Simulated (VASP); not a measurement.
# GeRu2C with LDA: from relaxation to properties, part 6 of 6

Wanted: the relaxed cell of GeRu2C and its properties. The cell is invented: it takes the structure of COD entry 1539492, ZrC (space group 225 there), with some of its atoms replaced by other elements, volume scaled by an estimate. It may not be a known or stable phase.

VASP 6.6.1, plane waves and PAW; the level of theory is named at each step.

So far. Step 12 (Volume scan with LDA, volume scale 0.98): The run ends at a pressure of 6.13 GPa, with forces up to 0.21 eV/Å.

### 13. Volume scan with LDA, volume scale 1

Level of this step: LDA; plane waves and PAW (Ru_pv, Ge_d, C); invented cell (VASP).

INCAR

```
SYSTEM = GeRu2C
PREC = Accurate
ENCUT = 520
EDIFF = 1E-06
NELM = 100
ISMEAR = 0
SIGMA = 0.05
LREAL = .FALSE.
ALGO = Normal
GGA = CA
NBANDS = 29
LORBIT = 11
LWAVE = .FALSE.
LCHARG = .FALSE.
KPAR = 2
ISIF = 2
```

POSCAR

```
GeRu2C
1.0
    1.4601751065      0.8430326957      6.3939829417
   -1.4601751065      0.8430326957      6.3939829417
    0.0000000000     -1.6860653913      6.3939829417
Ru Ge C
2 1 1
Direct
    0.7701896776      0.7701896776      0.7701896776
    0.2298103224      0.2298103224      0.2298103224
    0.0000000000      0.0000000000      0.0000000000
    0.5000000000      0.5000000000      0.5000000000
```

KPOINTS

```
Automatic mesh
0
Gamma
8 8 8
0 0 0
```

The projector-augmented-wave data sets are Ru_pv, Ge_d and C (LDA family, release 64).

Launch:

```console
$ mpirun -np 2 vasp_std
```

What it wrote:

```text
[... set-up lines as in an earlier step ...]
 entering main loop
       N       E                     dE             d eps       ncg     rms          rms(c)
[... 14 cycles as in an earlier step ...]
   1 F= -.36002192E+02 E0= -.36000063E+02  d E =-.425892E-02
```

Elapsed: 2.8 min, on 2 MPI ranks of Intel Xeon Platinum 8259CL at 2.50GHz (Skylake/Cascade Lake), shared host; peak memory 0.65 GiB; 5.5 min of CPU time.

Parts of OUTCAR (step 13):

```text
[... 6 parts as in an earlier step ...]

[... 1 further part left out ...]
[key lines of the parts left out:]
E-fermi :  11.6867
```

The pressure falls from 6.13 to -0.02 GPa.

The run ends at a pressure of -0.02 GPa, with forces up to 0.0049 eV/Å.

### 14. Volume scan with LDA, volume scale 1.02

INCAR is that of step 13.

POSCAR

```
GeRu2C
1.0
    1.4698454221      0.8486158564      6.4363284337
   -1.4698454221      0.8486158564      6.4363284337
    0.0000000000     -1.6972317127      6.4363284337
Ru Ge C
2 1 1
Direct
    0.7701896776      0.7701896776      0.7701896776
    0.2298103224      0.2298103224      0.2298103224
    0.0000000000      0.0000000000      0.0000000000
    0.5000000000      0.5000000000      0.5000000000
```

KPOINTS is that of step 13.

Launch:

```console
$ mpirun -np 2 vasp_std
```

What it wrote:

```text
[... set-up lines as in an earlier step ...]
 entering main loop
       N       E                     dE             d eps       ncg     rms          rms(c)
DAV:   1     0.493887708379E+03    0.49389E+03   -0.25514E+04  4732   0.342E+03
DAV:   2     0.965492822731E+01   -0.48423E+03   -0.46798E+03  3841   0.788E+02
DAV:   3    -0.368112213936E+02   -0.46466E+02   -0.44416E+02  4173   0.161E+02
DAV:   4    -0.387377611645E+02   -0.19265E+01   -0.19098E+01  4387   0.341E+01
[...]
DAV:  12    -0.359862465648E+02    0.33419E-04   -0.11161E-04  4892   0.114E-01    0.162E-02
DAV:  13    -0.359862465784E+02   -0.13647E-07   -0.17906E-05  4547   0.386E-02    0.647E-03
DAV:  14    -0.359862463142E+02    0.26425E-06   -0.14307E-06  2847   0.777E-03
   1 F= -.35986246E+02 E0= -.35984073E+02  d E =-.434633E-02
```

Wall time 3 min (2 MPI ranks); peak memory 0.66 GiB.

From OUTCAR (step 14):

```text
  Total       -1.5737479     -1.5737487     -1.8181157      0.0000000     -0.0000000      0.0000000
  in kB      -52.3447936    -52.3448191    -60.4727688      0.0000000     -0.0000000      0.0000000
  external PRESSURE =     -55.0541272 kB  Pullay stress =       0.0000000 kB

 POSITION                                       TOTAL-FORCE (eV/Angst)
 -----------------------------------------------------------------------------------
      0.00000      0.00000     14.87158         0.000000      0.000000      0.200442
      0.00000      0.00000      4.43740         0.000000     -0.000000     -0.200442
      0.00000      0.00000      0.00000         0.000000     -0.000000      0.000000
      0.00000      0.00000      9.65449        -0.000000      0.000000      0.000000
 -----------------------------------------------------------------------------------
    total drift:                               -0.000000      0.000000     -0.000000

  FREE ENERGIE OF THE ION-ELECTRON SYSTEM (eV)
  ---------------------------------------------------
  free  energy   TOTEN  =       -35.9862463142 eV

  energy  without entropy=      -35.9818999864  energy(sigma->0) =      -35.98407315

[... 1 part as in an earlier step ...]

[... 2 further parts left out ...]
[key lines of the parts left out:]
E-fermi :  11.3568
```

The pressure falls from -0.02 to -5.51 GPa.

The run ends at a pressure of -5.51 GPa, with forces up to 0.20 eV/Å.

### 15. Volume scan with LDA, volume scale 1.04

INCAR is that of step 14.

POSCAR

```
GeRu2C
1.0
    1.4793901404      0.8541265034      6.4781239452
   -1.4793901404      0.8541265034      6.4781239452
    0.0000000000     -1.7082530067      6.4781239452
Ru Ge C
2 1 1
Direct
    0.7701896776      0.7701896776      0.7701896776
    0.2298103224      0.2298103224      0.2298103224
    0.0000000000      0.0000000000      0.0000000000
    0.5000000000      0.5000000000      0.5000000000
```

KPOINTS is that of step 14.

Launch:

```console
$ mpirun -np 2 vasp_std
```

What it wrote:

```text
[... set-up lines as in an earlier step ...]
 entering main loop
       N       E                     dE             d eps       ncg     rms          rms(c)
DAV:   1     0.495037003058E+03    0.49504E+03   -0.25552E+04  4647   0.338E+03
DAV:   2     0.107652221091E+02   -0.48427E+03   -0.46849E+03  3856   0.782E+02
DAV:   3    -0.365893555830E+02   -0.47355E+02   -0.45243E+02  4191   0.161E+02
DAV:   4    -0.386531890784E+02   -0.20638E+01   -0.20451E+01  4261   0.351E+01
[...]
DAV:  12    -0.359396955911E+02    0.34071E-04   -0.11150E-04  4938   0.111E-01    0.160E-02
DAV:  13    -0.359396957210E+02   -0.12991E-06   -0.18967E-05  4517   0.390E-02    0.660E-03
DAV:  14    -0.359396954166E+02    0.30447E-06   -0.15430E-06  2929   0.795E-03
   1 F= -.35939695E+02 E0= -.35937465E+02  d E =-.445990E-02
```

Elapsed: 2.9 min, on 2 MPI ranks; peak memory 0.66 GiB; 5.7 min of CPU time.

OUTCAR, selected parts (step 15):

```text
  Total       -3.0450316     -3.0450331     -3.4753510      0.0000000     -0.0000000      0.0000000
  in kB      -99.3337806    -99.3338289   -113.3714838      0.0000000     -0.0000000      0.0000000
  external PRESSURE =    -104.0130311 kB  Pullay stress =       0.0000000 kB

 POSITION                                       TOTAL-FORCE (eV/Angst)
 -----------------------------------------------------------------------------------
      0.00000      0.00000     14.96815         0.000000      0.000000      0.382886
      0.00000      0.00000      4.46622         0.000000     -0.000000     -0.382886
      0.00000      0.00000      0.00000         0.000000     -0.000000      0.000000
      0.00000      0.00000      9.71719         0.000000      0.000000     -0.000000
 -----------------------------------------------------------------------------------
    total drift:                                0.000000      0.000000     -0.000000

  FREE ENERGIE OF THE ION-ELECTRON SYSTEM (eV)
  ---------------------------------------------------
  free  energy   TOTEN  =       -35.9396954166 eV

  energy  without entropy=      -35.9352355138  energy(sigma->0) =      -35.93746547

[... 1 part as in an earlier step ...]

[... 2 further parts left out ...]
[key lines of the parts left out:]
E-fermi :  11.0386
```

The pressure falls from -5.51 to -10.40 GPa.

The run ends at a pressure of -10.40 GPa, with forces up to 0.38 eV/Å.

### 16. Volume scan with LDA, volume scale 1.06

A prediction first. A least-squares parabola for the 6 pressures of evenly scaled cells so far, P = -0.03 -291.4 t +703 t² GPa with t = ln(V/V₁) and V₁ the volume at scale 1, gives -14.63 GPa at t = +0.0583.

INCAR is that of step 15.

POSCAR

```
GeRu2C
1.0
    1.4888132616      0.8595669463      6.5193869937
   -1.4888132616      0.8595669463      6.5193869937
    0.0000000000     -1.7191338924      6.5193869937
Ru Ge C
2 1 1
Direct
    0.7701896776      0.7701896776      0.7701896776
    0.2298103224      0.2298103224      0.2298103224
    0.0000000000      0.0000000000      0.0000000000
    0.5000000000      0.5000000000      0.5000000000
```

KPOINTS is that of step 15.

Launch:

```console
$ mpirun -np 2 vasp_std
```

What it wrote:

```text
[... set-up lines as in an earlier step ...]
 entering main loop
       N       E                     dE             d eps       ncg     rms          rms(c)
DAV:   1     0.488770520165E+03    0.48877E+03   -0.25553E+04  4709   0.339E+03
DAV:   2     0.954855848014E+01   -0.47922E+03   -0.46319E+03  3883   0.780E+02
DAV:   3    -0.365265965392E+02   -0.46075E+02   -0.44031E+02  4098   0.159E+02
DAV:   4    -0.385584218662E+02   -0.20318E+01   -0.20115E+01  4416   0.348E+01
[...]
DAV:  12    -0.358658753003E+02    0.34040E-04   -0.10980E-04  4906   0.102E-01    0.157E-02
DAV:  13    -0.358658755275E+02   -0.22720E-06   -0.20358E-05  4555   0.396E-02    0.698E-03
DAV:  14    -0.358658751704E+02    0.35714E-06   -0.16136E-06  2937   0.788E-03
   1 F= -.35865875E+02 E0= -.35863569E+02  d E =-.461212E-02
```

Run time: 2.6 min. Hardware: 2 MPI ranks; peak memory 0.67 GiB; 5.2 min of CPU time.

OUTCAR, selected parts (step 16):

```text
  Total       -4.4119428     -4.4119450     -5.0148991      0.0000000     -0.0000000      0.0000000
  in kB     -141.2090432   -141.2091118   -160.5073162      0.0000000     -0.0000000      0.0000000
  external PRESSURE =    -147.6418237 kB  Pullay stress =       0.0000000 kB

 POSITION                                       TOTAL-FORCE (eV/Angst)
 -----------------------------------------------------------------------------------
      0.00000      0.00000     15.06349         0.000000      0.000000      0.553219
      0.00000      0.00000      4.49467         0.000000     -0.000000     -0.553219
      0.00000      0.00000      0.00000         0.000000     -0.000000      0.000000
      0.00000      0.00000      9.77908         0.000000      0.000000      0.000000
 -----------------------------------------------------------------------------------
    total drift:                               -0.000000      0.000000     -0.000000

  FREE ENERGIE OF THE ION-ELECTRON SYSTEM (eV)
  ---------------------------------------------------
  free  energy   TOTEN  =       -35.8658751704 eV

  energy  without entropy=      -35.8612630486  energy(sigma->0) =      -35.86356911

[... 1 part as in an earlier step ...]

[... 2 further parts left out ...]
[key lines of the parts left out:]
E-fermi :  10.7317
```

The pressure falls from -10.40 to -14.76 GPa. The parabola predicted -14.63 GPa, +0.14 GPa off.

### 17. Side by side

Times are for 2 MPI ranks of Intel Xeon Platinum 8259CL at 2.50GHz (Skylake/Cascade Lake), shared host. Results by setting:

| no. | volume scale | energy above the lowest point (meV/atom) | pressure (GPa) | time | memory (GiB) |
| --- | --- | --- | --- | --- | --- |
| 1 | 0.94 | 43.67 | 20.70 | 2.4 min | 0.61 |
| 2 | 0.96 | 18.76 | 13.01 | 3 min | 0.65 |
| 3 | 0.98 | 4.58 | 6.126 | 2.9 min | 0.66 |
| 4 | 1 | 0 | -0.02005 | 2.8 min | 0.65 |
| 5 | 1.02 | 4 | -5.505 | 3 min | 0.66 |
| 6 | 1.04 | 15.65 | -10.40 | 2.9 min | 0.66 |
| 7 | 1.06 | 34.12 | -14.76 | 2.6 min | 0.67 |

### 18. Fit for LDA

This step: Birch-Murnaghan fit, LDA; plane waves and PAW; invented cell (VASP 6.6.1).

This step runs nothing: it gathers the runs above.

Numbers from this step:

```yaml
pressure_derivative_of_the_bulk_modulus: 4.652
r_m_s_error_of_the_fit: 4.18e-6 eV/atom
minimum_inside_the_sampled_range: yes
bulk_modulus: 290.0 GPa
equilibrium_volume_of_the_fit: 11.81 Å³/atom
```

The energy above the fitted minimum by volume:

| volume (Å³/atom) | energy above the fitted minimum (eV/atom) |
| --- | --- |
| 11.098 | 0.0437 |
| 11.334 | 0.0188 |
| 11.570 | 0.00457 |
| 11.806 | -3.8e-6 |
| 12.042 | 0.00399 |
| 12.278 | 0.0156 |
| 12.515 | 0.0341 |

The fit over cells of fixed shape and fractional positions puts the volume +0.03 % from the relaxed one. The atoms bear forces along the scan, since they were held; freeing them would lower the modulus.

### 19. What came out

```yaml
relaxed_volume: 11.81 Å³/atom
relaxed_conventional_cell_a_b_c: 2.920, 2.920, 19.182 Å; angles 90.0, 90.0, 120.0°
space_group_after_relaxing_within_0p02_a: R-3m (No. 166)
band_gap: none, a metal
dos_at_the_fermi_level: 3.06 states/eV/cell
shallowest_level_of_the_frozen_cores: Ru1 4s, 72.6 eV deep
band_gap_tb_mbj: none, a metal
largest_field_gradient_vzz: -165.45 V/Å² on Ge3
bulk_modulus_from_the_fit: 290 GPa
volume_from_the_fit: 11.8 Å³/atom
```

With LDA, GeRu2C relaxes to 11.81 Å³/atom in space group R-3m (held by the symmetry of the run), comes out as a metal and has a bulk modulus of 290 GPa at fixed shape and positions, an upper bound. Band structure (LDA): Of the bands kept, 3 cross the Fermi level on this path. Band structure (TB-mBJ): Of the bands kept, 3 cross the Fermi level on this path. The other levels ran on the cell relaxed with LDA, and without spin-orbit coupling unless named. Spin-orbit coupling is left out; it would split some degenerate bands. No search among competing phases was made. All values are for a static lattice at zero temperature.

[Lines on the potential files, build, host, timing and source positions are cut from VASP's logs without a mark.]

[Logs are printed without paths, hosts, clocks, repeated set-up lines and the standing remarks that a program may print on its own settings, such as how far it seeks lower states.]

[Hosts, paths, dates, database ids (printed as entryN), source tags and the programs' standing remarks are cut or masked in the printed files.]

[A measured line is paired with the nearest computed mode of its activity, which favours agreement.]

[In band tables of VASP the shares of atoms and orbitals are scaled to a sum of 1 inside the atoms' spheres.]
